## Squeezing and stretching nickel

A calculation can hold a crystal at any volume and report the pressure needed to keep it there. The table does this for ferromagnetic nickel in its face-centred cubic structure, with volumes given per atom. The shortest distance is that between neighbouring nuclei. Positive pressure means that the crystal is being squeezed, while negative pressure means that it is being pulled equally in all directions.

VASP 6.6.1 calculations with the PBE functional and the recommended PAW potentials for ferromagnetic face-centred cubic Ni, one atom per cell, at fixed volumes. Spins are collinear, the plane-wave cutoff is 520 eV, the k mesh is 8 × 8 × 8 and the Gaussian smearing is 0.1 eV wide. Pressure is positive in compression.

```csv
volume (Å³/atom),shortest distance (Å),pressure (GPa)
9.921,2.412,23.440
10.248,2.438,14.210
10.575,2.464,6.490
10.904,2.489,0.010
10.940,2.492,-0.650
11.229,2.514,-5.390
11.556,2.538,-9.920
11.707,2.549,-11.790
11.883,2.561,-13.700
```

**1. Which cell would keep its size if it were released?**

The cell at 10.904 Å³ would, because its pressure is only 0.01 GPa. The cell at 9.921 Å³ would expand and the one at 11.883 Å³ would contract. The energies of the same calculations agree, since they are lowest at 10.904 Å³. The edge of the cubic cell, which holds four atoms, is then 3.52 Å.

**2. Is it harder to squeeze nickel by 9 % or to stretch it by 9 %?**

The smallest and largest cells lie almost equally far from the released one, at −9.0 % and +9.0 % in volume. Squeezing takes 23.4 GPa, whereas stretching takes a tension of only 13.7 GPa. A perfectly linear spring would need nearly the same force both ways. Nickel instead becomes softer at every step from the smallest volume to the largest.

**3. Why does it stiffen when squeezed?**

Two tendencies compete at every volume. Bonding electrons lower their energy when atoms approach, which pulls the crystal together. Confining those electrons in less space, and pushing them against the filled inner shells, raises their kinetic energy and drives the crystal apart.

At the released volume the two balance. The repulsion varies faster with distance, as it must if the balance is to be stable. Compression therefore makes it outgrow the attraction ever more steeply. On stretching it fades quickly, and what remains is the attraction, which itself weakens with distance.

**4. Can the asymmetry be estimated by hand?**

Let v be the volume divided by the released volume, and let repulsion and attraction contribute pressures proportional to v⁻ᵐ and −v⁻ⁿ, with m larger than n. Expanding their sum about v = 1 gives

P ≈ B₀ [(1 − v) + ½(B₀′ + 1)(1 − v)²].

Here B₀ is the bulk modulus, the resistance to a small volume change. B₀′ is the rate at which that resistance grows with pressure, and in this model it equals m + n.

A least-squares fit of the standard Birch–Murnaghan curve to all nine rows, with the released volume taken from the zero of pressure, gives B₀ = 197 GPa and B₀′ = 4.9. For the smallest cell 1 − v is 0.090. The first term is then 17.8 GPa and the second 4.7 GPa, together 22.5 GPa.

For the largest cell the first term changes sign but the second does not, so the estimate is −17.7 + 4.7 = −13.0 GPa. The squared term thus adds to the push and takes away from the pull, which is the whole origin of the asymmetry at this level. The estimates miss the table by about 1.0 and 0.7 GPa because higher terms were dropped. Both rows were part of the fit, so this tests the short formula rather than predicting new data.

**5. Does the curve reveal which electrons hold nickel together?**

At most it gives a weak hint. In a bare electron gas, kinetic energy varies as V⁻²ᐟ³ and electrostatic attraction as V⁻¹ᐟ³. Differentiating to obtain pressures raises each power by one, so B₀′ = 5/3 + 4/3 = 3.

A simple picture of bonding by d electrons has an attraction varying as the inverse fifth power of distance and a repulsion varying as the inverse tenth. The same steps give B₀′ = 8/3 + 13/3 = 7. The fitted 4.9 lies between the two, and each picture, with its strength adjusted to all nine rows, misses some pressure by 1.6 GPa.

Nickel has both broad s and p bands and narrow d bands, so an intermediate value is plausible. The number does not measure their shares, however, because other repulsive forces would also shift it.

**6. What might a denser mesh change?**

The calculation samples the electron waves at 8 × 8 × 8 = 512 points. The runs themselves gave no warning about this mesh, but the makers of the data regard it as coarse, judging by their tests on other systems. The magnetic moment shows what this can do. It stays at 0.70 Bohr magnetons per atom throughout, as if magnetism ignored volume.

The ten valence electrons and this moment imply (10 + 0.69922)/2 electrons of the majority spin per atom. Multiplied by 512, this gives 2739, a whole number. The majority-spin states on the mesh are therefore probably either full or empty, and they stay very nearly so as the volume changes, with a slight departure in the largest cell.

If 24 equivalent points each exchanged a majority electron for a minority one, the moment would jump by 0.09. A gradual change can hide between such steps. Nickel's moment is known to weaken under compression as its bands broaden, and a denser mesh should be able to show it.

**7. Which digits can be trusted?**

The pressures are consistent with one another. The fitted curve passes within about 0.03 GPa of every row. Integrated over volume, it also reproduces the separately calculated energies, which rise by 65 meV per atom at the smallest cell, to within 0.2 meV. This supports the shape of the curve, but an error that enters energies and pressures consistently, as one from the mesh can, would pass both tests.

The error due to the mesh is unknown, as no denser one is available for comparison. Suppose it shifted every pressure by 1 GPa. The released volume would move by 1/197, or 0.5 %, and the cell edge by a third of that, about 0.006 Å. The bulk modulus would change by B₀′ × 1 GPa, about 5 GPa or 2.5 %.

The edge is thus much better protected than the bulk modulus. Stiffness reduces both relative changes alike, but for a small pressure error that of the edge is smaller by a factor of 3B₀′, here about 15. If the mesh error is no larger than supposed here and much the same in every row, quoting 3.52 Å and roughly 200 GPa is reasonable for this functional, while the second decimal of a pressure serves only to compare rows. Comparison with a real sample also needs the vibrations of the atoms, which are absent here and would expand the crystal slightly.
